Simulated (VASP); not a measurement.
# Sn3Pb4CO12 (a cell with a defect) in VASP: electric field gradients with PBE

Aim: the electric field gradients of Sn3Pb4CO12 (a cell with a defect) with PBE.

Program: VASP 6.6.1. These are calculated values, not measurements. Logs are shortened: lines on timing, memory, paths and dates and some standing lists are left out, and cuts for length are marked.

### 1 The crystal as given

The cell holds a defect, 20 atoms: a = 7.579 Å, b = 7.579 Å, c = 7.579 Å, α = 60.00°, β = 60.00°, γ = 60.00°.

### 2 Electric field gradients, PBE

INCAR reads:

```
SYSTEM = Sn3Pb4CO12
ALGO = Fast
EDIFF = 1E-8
ENCUT = 520
GGA = PE
ISIF = 2
ISMEAR = -1
LASPH = .TRUE.
LCHARG = .FALSE.
LEFG = .TRUE.
LREAL = Auto
LWAVE = .FALSE.
NBANDS = 103
NELM = 100
PREC = Accurate
SIGMA = 0.01
```

KPOINTS reads:

```
k-points
0
G
  3 3 3
  0 0 0
```

POSCAR reads:

```
Sn3Pb4CO12
1.0
    0.0000000000      5.3593000000      5.3593000000
    5.3593000000      0.0000000000      5.3593000000
    5.3593000000      5.3593000000      0.0000000000
C Sn Pb O
1 3 4 12
Direct
    0.1250000000      0.1250000000      0.1250000000
    0.6250000000      0.1250000000      0.1250000000
    0.1250000000      0.1250000000      0.6250000000
    0.1250000000      0.6250000000      0.1250000000
    0.6250000000      0.6250000000      0.6250000000
    0.1250000000      0.6250000000      0.6250000000
    0.6250000000      0.6250000000      0.1250000000
    0.6250000000      0.1250000000      0.6250000000
    0.4500000000      0.0500000000      0.0500000000
    0.8000000000      0.2000000000      0.8000000000
    0.0500000000      0.4500000000      0.4500000000
    0.2000000000      0.8000000000      0.2000000000
    0.0500000000      0.4500000000      0.0500000000
    0.8000000000      0.8000000000      0.2000000000
    0.4500000000      0.0500000000      0.4500000000
    0.2000000000      0.2000000000      0.8000000000
    0.8000000000      0.2000000000      0.2000000000
    0.0500000000      0.0500000000      0.4500000000
    0.2000000000      0.8000000000      0.8000000000
    0.4500000000      0.4500000000      0.0500000000
```

Potentials or basis: VASP PAW PBE potentials, release 64 (C, Sn_d, Pb_d, O).

Started as:

```
$ cat potpaw_PBE.64/C/POTCAR potpaw_PBE.64/Sn_d/POTCAR potpaw_PBE.64/Pb_d/POTCAR potpaw_PBE.64/O/POTCAR > POTCAR
$ mpirun -np 1 vasp_std > vasp.out
```

OUTCAR:

```text
SYSTEM = Sn3Pb4CO12
   EDIFF = 1E-8
   ENCUT = 520
   GGA = PE
   ISIF = 2
   ISMEAR = -1
   LASPH = .TRUE.
   LREAL = Auto
   NELM = 100
   PREC = Accurate

 ion  position               nearest neighbor table
   1  0.125  0.125  0.125-
   2  0.625  0.125  0.125-   9 2.06  10 2.06  14 2.06  15 2.06  17 2.06  20 2.06   7 3.79   8 3.79
                             5 3.79   8 3.79   5 3.79   7 3.79
   3  0.125  0.125  0.625-  10 2.06  11 2.06  15 2.06  16 2.06  18 2.06  19 2.06   6 3.79   8 3.79
                             5 3.79   6 3.79   5 3.79   8 3.79
   4  0.125  0.625  0.125-  11 2.06  12 2.06  13 2.06  14 2.06  19 2.06  20 2.06   6 3.79   7 3.79
                             5 3.79   6 3.79   5 3.79   7 3.79
   5  0.625  0.625  0.625-  10 2.67  11 2.67  14 2.67  15 2.67  19 2.67  20 2.67   6 3.79   7 3.79
                             8 3.79   2 3.79   4 3.79   7 3.79   2 3.79   3 3.79   8 3.79   3 3.79
   6  0.125  0.625  0.625-  11 2.67  12 2.67  13 2.67  16 2.67  18 2.67  19 2.67   3 3.79   4 3.79
                             5 3.79   4 3.79   7 3.79   3 3.79   8 3.79   5 3.79   7 3.79   8 3.79
   7  0.625  0.625  0.125-   9 2.67  12 2.67  13 2.67  14 2.67  17 2.67  20 2.67   2 3.79   4 3.79
                             5 3.79   5 3.79   6 3.79   8 3.79   2 3.79   8 3.79   4 3.79   6 3.79
   8  0.625  0.125  0.625-   9 2.67  10 2.67  15 2.67  16 2.67  17 2.67  18 2.67   2 3.79   3 3.79
                             5 3.79   2 3.79   7 3.79   5 3.79   6 3.79   7 3.79   3 3.79   6 3.79
   9  0.450  0.050  0.050-   2 2.06   7 2.67   8 2.67
  10  0.800  0.200  0.800-   2 2.06   3 2.06   5 2.67   8 2.67
  11  0.050  0.450  0.450-   3 2.06   4 2.06   5 2.67   6 2.67
  12  0.200  0.800  0.200-   4 2.06   6 2.67   7 2.67
  13  0.050  0.450  0.050-   4 2.06   6 2.67   7 2.67
  14  0.800  0.800  0.200-   2 2.06   4 2.06   5 2.67   7 2.67
  15  0.450  0.050  0.450-   2 2.06   3 2.06   5 2.67   8 2.67
  16  0.200  0.200  0.800-   3 2.06   6 2.67   8 2.67
  17  0.800  0.200  0.200-   2 2.06   7 2.67   8 2.67
  18  0.050  0.050  0.450-   3 2.06   6 2.67   8 2.67
  19  0.200  0.800  0.800-   3 2.06   4 2.06   5 2.67   6 2.67
  20  0.450  0.450  0.050-   2 2.06   4 2.06   5 2.67   7 2.67

  LATTYP: Found a face centered cubic cell.
 ALAT       =    10.7186000000

  Lattice vectors:

 A1 = (   0.0000000000,   5.3593000000,   5.3593000000)
 A2 = (   5.3593000000,   0.0000000000,   5.3593000000)
 A3 = (   5.3593000000,   5.3593000000,   0.0000000000)

Analysis of symmetry for initial positions (statically):
=====================================================================
 Subroutine PRICEL returns:
 Original cell was already a primitive cell.

 Routine SETGRP: Setting up the symmetry group for a
 face centered cubic supercell.

 Subroutine GETGRP returns: Found 12 space group operations
 (whereof  6 operations were pure point group operations)
[... 810 lines left out ...]
  Total       -6.3860099     -6.3860099     -6.3860099      2.0471968      2.0471968      2.0471968
  in kB      -33.2342565    -33.2342565    -33.2342565     10.6540806     10.6540806     10.6540806
  external PRESSURE =     -33.2342565 kB  Pullay stress =       0.0000000 kB

 VOLUME and BASIS-vectors are now :
 -----------------------------------------------------------------------------
  energy-cutoff  :      520.00
  volume of cell :      307.86
      direct lattice vectors                 reciprocal lattice vectors
     0.000000000  5.359300000  5.359300000    -0.093295766  0.093295766  0.093295766
     5.359300000  0.000000000  5.359300000     0.093295766 -0.093295766  0.093295766
     5.359300000  5.359300000  0.000000000     0.093295766  0.093295766 -0.093295766

 POSITION                                       TOTAL-FORCE (eV/Angst)
 -----------------------------------------------------------------------------------
      1.33983      1.33983      1.33983        -0.000000     -0.000000     -0.000000
      1.33983      4.01947      4.01947        -0.000000     -0.000000     -0.000000
      4.01947      4.01947      1.33983        -0.000000      0.000000     -0.000000
      4.01947      1.33983      4.01947        -0.000000     -0.000000     -0.000000
      6.69913      6.69913      6.69913        -0.000000      0.000000     -0.000000
      6.69913      4.01947      4.01947        -0.000000     -0.000000     -0.000000
[... 12 lines left out ...]
      8.57488      5.35930      5.35930        -0.822964     -0.076160     -0.076160
      2.67965      2.67965      4.82337         0.076160      0.076160      0.822964
 -----------------------------------------------------------------------------------
    total drift:                                0.000000      0.000000     -0.000000

  FREE ENERGIE OF THE ION-ELECTRON SYSTEM (eV)
  ---------------------------------------------------
  free  energy   TOTEN  =      -108.5025168746 eV

  energy  without entropy=     -108.4927713914  energy(sigma->0) =     -108.49764413

 Electric field gradients (V/A^2)
---------------------------------------------------------------------
 ion       V_xx      V_yy      V_zz      V_xy      V_xz      V_yz
---------------------------------------------------------------------
   1       0.000     0.000    -0.000    -1.449    -1.449    -1.449
   2      -2.318     1.159     1.159   -20.972   -20.972    17.385
   3       1.159     1.159    -2.318    17.385   -20.972   -20.972
   4       1.159    -2.318     1.159   -20.972    17.385   -20.972
   5      -0.000     0.000    -0.000    70.834    70.834    70.834
   6     -17.399     8.700     8.700   -69.254   -69.254    80.348
[... 12 lines left out ...]
  19       4.532    -2.266    -2.266    -0.379    -0.379   -56.340
  20      -2.266    -2.266     4.532   -56.340    -0.379    -0.379
---------------------------------------------------------------------

 Electric field gradients after diagonalization (V/A^2)
 (convention: |V_zz| > |V_xx| > |V_yy|)
----------------------------------------------------------------------
 ion       V_xx      V_yy      V_zz     asymmetry (V_yy - V_xx)/ V_zz
----------------------------------------------------------------------
   1       1.449     1.449    -2.897       0.000
   2     -23.327   -16.227    39.553       0.180
   3     -23.327   -16.227    39.553       0.180
   4     -23.327   -16.227    39.553       0.180
   5     -70.834   -70.834   141.668       0.000
   6     -75.643   -71.649   147.292       0.027
[... 12 lines left out ...]
  19      54.074     4.537   -58.611       0.845
  20      54.074     4.537   -58.611       0.845
----------------------------------------------------------------------

           NMR quadrupolar parameters

 Cq : quadrupolar parameter    Cq=e*Q*V_zz/h
 eta: asymmetry parameters     (V_yy - V_xx)/ V_zz
 Q  : nuclear electric quadrupole moment in mb (millibarn)
----------------------------------------------------------------------
 ion       Cq(MHz)       eta       Q (mb)
----------------------------------------------------------------------
   1      -0.007       0.000       1.000
   2       0.096       0.180       1.000
   3       0.096       0.180       1.000
   4       0.096       0.180       1.000
   5       0.343       0.000       1.000
   6       0.356       0.027       1.000
[... 12 lines left out ...]
  19      -0.142       0.845       1.000
  20      -0.142       0.845       1.000
----------------------------------------------------------------------
```

OSZICAR:

```text
N       E                     dE             d eps       ncg     rms          rms(c)
DAV:   1     0.288067974127E+04    0.28807E+04   -0.78492E+04  1313   0.226E+03
DAV:   2     0.555893708731E+03   -0.23248E+04   -0.22389E+04  1316   0.714E+02
DAV:   3    -0.550328679645E+02   -0.61093E+03   -0.57685E+03  1406   0.316E+02
DAV:   4    -0.129344552446E+03   -0.74312E+02   -0.72845E+02  1608   0.111E+02
[... 27 lines left out ...]
RMM:  32    -0.108502516789E+03   -0.82608E-07   -0.90656E-07   941   0.815E-04    0.608E-05
RMM:  33    -0.108502516823E+03   -0.33931E-07   -0.39210E-07   868   0.674E-04    0.530E-05
RMM:  34    -0.108502516851E+03   -0.27907E-07   -0.29381E-07   852   0.528E-04    0.461E-05
RMM:  35    -0.108502516866E+03   -0.15523E-07   -0.16786E-07   883   0.455E-04    0.241E-05
RMM:  36    -0.108502516875E+03   -0.82073E-08   -0.92796E-08   781   0.370E-04
   1 F= -.10850252E+03 E0= -.10849764E+03  d E =-.974548E-02
```

stdout:

```text
POSCAR found type information on POSCAR C SnPbO
 POSCAR found :  4 types and      20 ions
 scaLAPACK will be used
 LDA part: xc-table for (Slater+PW92), standard interpolation
 POSCAR, INCAR and KPOINTS ok, starting setup
 FFT: planning ... GRIDC
 FFT: planning ... GRID_SOFT
 FFT: planning ... GRID
 WAVECAR not read
 entering main loop
WARNING in EDDRMM: call to ZHEGV failed, returncode =   8  4     69
ion   1

ion   2
     0.0000571     0.0272628    -0.2567277     0.0029763     0.0272628    -0.0051551
     0.0000787     0.0272628    -0.2567277     0.0029763     0.0272628    -0.0051551
     0.0001083     0.0272628    -0.2567277     0.0029763     0.0272628    -0.0051551
     0.0001492     0.0272628    -0.2567278     0.0029763     0.0272628    -0.0051551

     0.0000571    19.5122599   -16.1037654    -0.9883321    19.5122599     1.7118414
     0.0000787    19.5102751   -16.1025937    -0.9882065    19.5102751     1.7116239
     0.0001083    19.5070973   -16.1007120    -0.9880071    19.5070973     1.7112785
     0.0001492    19.5020304   -16.0977023    -0.9876919    19.5020304     1.7107325
[... 110 lines left out ...]
ion  17
     0.0000293    14.3375573   -30.6427289     1.1064032    14.3375573    -1.9163465
     0.0000403    14.3375572   -30.6427287     1.1064032    14.3375572    -1.9163465
     0.0000555    14.3375571   -30.6427283     1.1064032    14.3375571    -1.9163465
     0.0000765    14.3375567   -30.6427275     1.1064031    14.3375567    -1.9163465

     0.0000293    39.1373319   -90.1071463     2.8218144    39.1373319    -4.8875259
     0.0000403    39.1373256   -90.1071312     2.8218140    39.1373256    -4.8875251
     0.0000555    39.1373149   -90.1071055     2.8218132    39.1373149    -4.8875239
     0.0000765    39.1372969   -90
```

It took 12 min on 1 thread of Intel Xeon Platinum 8259CL at 2.50GHz (Skylake/Cascade Lake), shared host; peak memory 0.5 GiB.

What came out:

- Free energy: -108.5025 eV
- Pressure: -3.3 GPa
- Largest force: 2.214 eV/Å
- Band gap on the k mesh: none (metal or under the smearing width)

Forces in eV/Å, atoms in the order of the input:
```
C    0.000  0.000  0.000
Sn   0.000  0.000  0.000
Sn   0.000  0.000  0.000
Sn   0.000  0.000  0.000
Pb   0.000  0.000  0.000
Pb   0.000  0.000  0.000
Pb   0.000  0.000  0.000
Pb   0.000  0.000  0.000
O   -0.245 -1.556 -1.556
O   -0.076 -0.823 -0.076
O    0.823  0.076  0.076
O    1.556  0.245  1.556
O   -1.556 -0.245 -1.556
O   -0.076 -0.076 -0.823
O    0.076  0.823  0.076
O    1.556  1.556  0.245
O    0.245  1.556  1.556
O   -1.556 -1.556 -0.245
O   -0.823 -0.076 -0.076
O    0.076  0.076  0.823
```

Stress tensor (GPa, compression positive):
```
-3.32  1.07  1.07
 1.07 -3.32  1.07
 1.07  1.07 -3.32
```

Electric field gradients, principal values (V/Å²):
```tsv
atom	Vxx	Vyy	Vzz
1 C	1.449	1.449	-2.897
2 Sn	-16.227	-23.327	39.553
3 Sn	-16.227	-23.327	39.553
4 Sn	-16.227	-23.327	39.553
5 Pb	-70.834	-70.834	141.668
6 Pb	-71.649	-75.643	147.292
7 Pb	-71.649	-75.643	147.292
8 Pb	-71.649	-75.643	147.292
9 O	-22.206	-101.943	124.149
10 O	4.537	54.074	-58.611
11 O	4.537	54.074	-58.611
12 O	-22.206	-101.943	124.149
13 O	-22.206	-101.943	124.149
14 O	4.537	54.074	-58.611
15 O	4.537	54.074	-58.611
16 O	-22.206	-101.943	124.149
17 O	-22.206	-101.943	124.149
18 O	-22.206	-101.943	124.149
19 O	4.537	54.074	-58.611
20 O	4.537	54.074	-58.611
```

Spin-orbit coupling is left out, which matters for the levels of Pb.
